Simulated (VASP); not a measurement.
A convergence study with VASP on KI (space group no. 225 when undisturbed): one setting is varied, all else stays as given below, so the limit is that of these other settings. One atom is moved off its site, so that forces are finite.

```
KI
1.0
    0.00000     3.51733     3.51733
    3.51733     0.00000     3.51733
    3.51733     3.51733     0.00000
K I
1 1
Direct
  0.00711   0.00711   0.99289
  0.50000   0.50000   0.50000
```

These are LDA (Ceperley-Alder, Perdew-Zunger), VASP's LDA PAW potentials (set 64) (plane waves; VASP) values and carry that method's errors. The tightest run used: 720 eV cut-off, 6×6×6 Γ-centred mesh, Fermi-Dirac smearing of 0.050 eV, potentials K_sv I.

Unless said otherwise, spin-orbit coupling is left out, though it shifts the bands of the heavy elements here. Gaps are read on the run's mesh, which can miss a band edge.

**Question.** The settings run are ENCUT = 105; ENCUT = 120; ENCUT = 135; ENCUT = 150; ENCUT = 165; ENCUT = 180; ENCUT = 210; ENCUT = 240; ENCUT = 270; ENCUT = 330; ENCUT = 360; ENCUT = 405; ENCUT = 450; ENCUT = 525; ENCUT = 600; ENCUT = 720. From which on does the energy per atom stay within 0.01 eV/atom of the tightest run?

**Answer.** From ENCUT = 210 on: it is off by 0.0060 there and by no more than 0.01 in any finer run, while ENCUT = 180 is off by 0.0145.
```tsv
setting	E (eV/atom)	pressure (GPa)	gap on the mesh (eV)	plane waves	difference judged (eV/atom)
ENCUT = 105	-1.3366	-68.39	3.777	222	1.7315
ENCUT = 120	-2.3822	-41.69	3.796	274	0.6859
ENCUT = 135	-2.8699	-23.89	3.782	331	0.1982
ENCUT = 150	-3.0106	-12.86	3.781	375	0.0575
ENCUT = 165	-3.0638	-6.73	3.741	444	0.0044
ENCUT = 180	-3.0826	-3.49	3.681	531	0.0145
ENCUT = 210	-3.0741	-1.42	3.664	620	0.0060
ENCUT = 240	-3.0686	-1.19	3.651	754	0.0005
ENCUT = 270	-3.0678	-1.24	3.646	899	0.0003
ENCUT = 330	-3.0681	-1.22	3.646	1243	0.0000
ENCUT = 360	-3.0681	-1.18	3.646	1363	0.0000
ENCUT = 405	-3.0680	-1.14	3.646	1639	0.0001
ENCUT = 450	-3.0680	-1.14	3.646	1917	0.0001
ENCUT = 525	-3.0681	-1.14	3.646	2421	0.0001
ENCUT = 600	-3.0681	-1.14	3.646	2914	0.0000
ENCUT = 720	-3.0681	-1.13	3.646	3856	0.0000
```

Left out are rungs that failed or repeat a setting and relaxations that didn't move; long series are thinned to 24 rows.

The structure is a typed KI crystal (space group no. 225). The cell was not relaxed at this level, it is distorted from the ideal structure.
